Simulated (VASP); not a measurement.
Output of a VASP run:

OUTCAR:
```
 ion  position               nearest neighbor table
   1  0.000  0.000  0.000-   2 2.45   2 2.45   2 2.45   2 2.45
   2  0.250  0.250  0.250-   1 2.45   1 2.45   1 2.45   1 2.45
  LATTYP: Found a face centered cubic cell.
 ALAT       =     5.6691727174
 Subroutine PRICEL returns:
 Original cell was already a primitive cell.
 Subroutine GETGRP returns: Found 24 space group operations
The static configuration has the point symmetry T_d .
The dynamic configuration has the point symmetry T_d .
 Subroutine INISYM returns: Found 24 space group operations
 Subroutine IBZKPT returns following result:
 Found     29 irreducible k-points:

 Following reciprocal coordinates:
            Coordinates               Weight
  0.000000  0.000000  0.000000      1.000000
  0.125000  0.000000  0.000000      8.000000
  0.250000  0.000000  0.000000      8.000000
  0.375000  0.000000  0.000000      8.000000
  0.500000  0.000000  0.000000      4.000000
  0.125000  0.125000  0.000000      6.000000
  0.250000  0.125000  0.000000     24.000000
  0.375000  0.125000  0.000000     24.000000
  0.500000  0.125000  0.000000     24.000000
 -0.375000  0.125000  0.000000     24.000000
 -0.250000  0.125000  0.000000     24.000000
 -0.125000  0.125000  0.000000     12.000000
  0.250000  0.250000  0.000000      6.000000
  0.375000  0.250000  0.000000     24.000000
  0.500000  0.250000  0.000000     24.000000
 -0.375000  0.250000  0.000000     24.000000
 -0.250000  0.250000  0.000000     12.000000
  0.375000  0.375000  0.000000      6.000000
  0.500000  0.375000  0.000000     24.000000
 -0.375000  0.375000  0.000000     12.000000
  0.500000  0.500000  0.000000      3.000000
  0.375000  0.250000  0.125000     24.000000
  0.500000  0.250000  0.125000     48.000000
 -0.375000  0.250000  0.125000     24.000000
  0.500000  0.375000  0.125000     24.000000
 -0.375000  0.375000  0.125000     48.000000
 -0.250000  0.375000  0.125000     24.000000
 -0.375000  0.500000  0.125000     12.000000
 -0.250000  0.500000  0.250000      6.000000
   k-points           NKPTS =     29   k-points in BZ     NKDIM =     29   number of bands    NBANDS=     13
   number of dos      NEDOS =    301   number of ions     NIONS =      2
   total plane-waves  NPLWV =  27000
   dimension x,y,z NGX =    30 NGY =   30 NGZ =   30
   dimension x,y,z NGXF=    60 NGYF=   60 NGZF=   60
   ions per type =               1   1
   PREC   = accura    normal or accurate (medium, high low for compatibility)
   ISTART =      0    job   : 0-new  1-cont  2-samecut
   ICHARG =      2    charge: 1-file 2-atom 10-const
   ISPIN  =      1    spin polarized calculation?
   LNONCOLLINEAR =      F non collinear calculations
   LSORBIT =      F    spin-orbit coupling
   INIWAV =      1    electr: 0-lowe 1-rand  2-diag
   ENCUT  =  500.0 eV  36.75 Ry    6.06 a.u.   7.31  7.31  7.31*2*pi/ulx,y,z
   NELM   =    100;   NELMIN=  2; NELMDL= -5     # of ELM steps
   EDIFF  = 0.1E-05   stopping-criterion for ELM
   LREAL  =      F    real-space projection
   NLSPLINE    = F    spline interpolate recip. space projectors
   LMAXMIX     =    4 max onsite mixed and CHGCAR
   VOSKOWN=      0    Vosko Wilk Nusair interpolation
   EDIFFG = -.2E-01   stopping-criterion for IOM
   NSW    =     40    number of steps for IOM
   NBLOCK =      1;   KBLOCK =     40    inner block; outer block
   IBRION =      2    ionic relax: 0-MD 1-quasi-New 2-CG
   NFREE  =      1    steps in history (QN), initial steepest desc. (CG)
   ISIF   =      3    stress and relaxation
   ISYM   =      2    0-nonsym 1-usesym 2-fastsym
   TEIN   =    0.0    initial temperature
   TEBEG  =    0.0;   TEEND  =   0.0 temperature during run
   SMASS  =  -3.00    Nose mass-parameter (am)
   PSTRESS=  100.0 pullay stress
   NELECT =      18.0000    total number of electrons
   EFERMI =   0.00;   METHOD = LEGACY
   ISMEAR =     0;   SIGMA  =   0.05  broadening in eV -4-tet -1-fermi 0-gaus
   IALGO  =     38    algorithm
...
```

**OSZICAR**
```
       N       E                     dE             d eps       ncg     rms          rms(c)
DAV:   1     0.109158991626E+03    0.10916E+03   -0.81539E+03   754   0.152E+03
DAV:   2     0.169599263269E+01   -0.10746E+03   -0.10193E+03   759   0.281E+02
DAV:   3    -0.635196385147E+01   -0.80480E+01   -0.79416E+01  1017   0.894E+01
DAV:   4    -0.659505343155E+01   -0.24309E+00   -0.24296E+00   943   0.136E+01
DAV:   5    -0.660291253396E+01   -0.78591E-02   -0.78589E-02  1062   0.251E+00    0.763E+00
DAV:   6    -0.647263079922E+01    0.13028E+00   -0.73338E+00   769   0.850E+01    0.504E+00
DAV:   7    -0.613656451384E+01    0.33607E+00   -0.16293E+00   889   0.509E+01    0.234E+00
DAV:   8    -0.613849986637E+01   -0.19354E-02   -0.11778E-01  1127   0.745E+00    0.765E-01
DAV:   9    -0.613023690207E+01    0.82630E-02   -0.35675E-02   918   0.638E+00    0.253E-01
DAV:  10    -0.613042843485E+01   -0.19153E-03   -0.15376E-03   895   0.409E-01    0.196E-01
DAV:  11    -0.613033285421E+01    0.95581E-04   -0.68315E-04  1056   0.937E-01    0.536E-02
DAV:  12    -0.613034353652E+01   -0.10682E-04   -0.11281E-04   849   0.826E-02    0.426E-02
DAV:  13    -0.613034442194E+01   -0.88542E-06   -0.29665E-06   866   0.168E-02
   1 F= -.32872683E+01 E0= -.32872683E+01  d E =-.328727E+01
       N       E                     dE             d eps       ncg     rms          rms(c)
DAV:   1    -0.615231513641E+01   -0.21972E-01   -0.11944E-01   754   0.937E+00    0.682E-01
DAV:   2    -0.614790754343E+01    0.44076E-02   -0.74099E-02   819   0.976E+00    0.297E-01
DAV:   3    -0.614504586075E+01    0.28617E-02   -0.15288E-02   799   0.455E+00    0.121E-01
DAV:   4    -0.614478739337E+01    0.25847E-03   -0.81850E-04   906   0.327E-01    0.367E-02
DAV:   5    -0.614477548876E+01    0.11905E-04   -0.28675E-05  1126   0.142E-01    0.311E-02
DAV:   6    -0.614476930608E+01    0.61827E-05   -0.64083E-06  1145   0.390E-02    0.101E-02
DAV:   7    -0.614476846175E+01    0.84434E-06   -0.12562E-06   491   0.494E-02
   2 F= -.32869221E+01 E0= -.32869221E+01  d E =0.346208E-03
       N       E                     dE             d eps       ncg     rms          rms(c)
DAV:   1    -0.613802875966E+01    0.67405E-02   -0.77978E-02   754   0.752E+00    0.557E-01
DAV:   2    -0.613532055480E+01    0.27082E-02   -0.50585E-02   789   0.785E+00    0.250E-01
DAV:   3    -0.613327091046E+01    0.20496E-02   -0.10507E-02   799   0.386E+00    0.945E-02
DAV:   4    -0.613311245701E+01    0.15845E-03   -0.54448E-04   799   0.186E-01    0.341E-02
DAV:   5    -0.613310183242E+01    0.10625E-04   -0.29340E-05  1021   0.173E-01    0.275E-02
DAV:   6    -0.613309852496E+01    0.33075E-05   -0.57427E-06  1090   0.271E-02    0.116E-02
DAV:   7    -0.613309754477E+01    0.98019E-06   -0.15682E-06   526   0.549E-02
   3 F= -.32872596E+01 E0= -.32872596E+01  d E =0.871484E-05
```

File OUTCAR:
```
------------------------ aborting loop because EDIFF is reached ----------------------------------------
  FORCE on cell =-STRESS in cart. coord.  units (eV):
  Direction    XX          YY          ZZ          XY          YZ          ZX
  --------------------------------------------------------------------------------------
  Total        2.8196570      2.8196570      2.8196570      0.0000000      0.0000000      0.0000000
  in kB       99.0800253     99.0800253     99.0800253      0.0000000      0.0000000      0.0000000
  external PRESSURE =      -0.9199747 kB  Pullay stress =     100.0000000 kB
  volume of cell :       45.60
      direct lattice vectors                 reciprocal lattice vectors
    -0.000000000  2.835503925  2.835503925    -0.176335499  0.176335499  0.176335499
     2.835503925  0.000000000  2.835503925     0.176335499 -0.176335499  0.176335499
     2.835503925  2.835503925  0.000000000     0.176335499  0.176335499 -0.176335499
  FREE ENERGIE OF THE ION-ELECTRON SYSTEM (eV)
  ---------------------------------------------------
  free  energy   TOTEN  =        -6.1330975448 eV

  energy  without entropy=       -6.1330975448  energy(sigma->0) =       -6.13309754
  enthalpy is  TOTEN    =        -3.2872595608 eV   P V=        2.8458379840

 reached required accuracy - stopping structural energy minimisation
```
(Selected blocks of OUTCAR.)

### POSCAR
```
CuI
1
    0.0000000000     2.8345863587     2.8345863587
    2.8345863587     0.0000000000     2.8345863587
    2.8345863587     2.8345863587     0.0000000000
Cu I
1 1
Direct
  0.0000000000   0.0000000000   0.0000000000
  0.2500000000   0.2500000000   0.2500000000
```

Question: Reconstruct the remaining input files.

Answer: Several could match; the one computed here: the input of the run itself, PBEsol GGA, plane waves, VASP's PBE PAW potentials (set 64).

**KPOINTS**
```
K-points
0
gamma
 8 8 8
0 0 0
```

INCAR:
```
NELM  =  100   # most electronic steps
IBRION  =  2
SIGMA  =  0.05   # width (eV)
GGA  =  PS   # PBEsol
LREAL  =  .FALSE.
LMAXMIX  =  4   # l cut-off of mixed one-centre charges
LWAVE  =  .FALSE.
EDIFF  =  1E-6   # SCF stop (eV)
SYSTEM  =  CuI
NSW  =  40
EDIFFG  =  -0.02   # ionic stop
PSTRESS  =  100   # kbar
LASPH  =  .TRUE.   # aspherical one-centre terms
PREC  =  Accurate
ISMEAR  =  0   # Gaussian
LCHARG  =  .FALSE.
ENCUT  =  500   # plane-wave cut-off (eV)
ALGO  =  Normal
ISIF  =  3
```

POTCAR, in this order: Cu I (PBE.64 set). Program: vasp_std.

The compound is CuI in the zinc blende structure. This run relaxes it under an external pressure of 10 GPa. Symmetry was kept, so distortions that lower it aren't found.
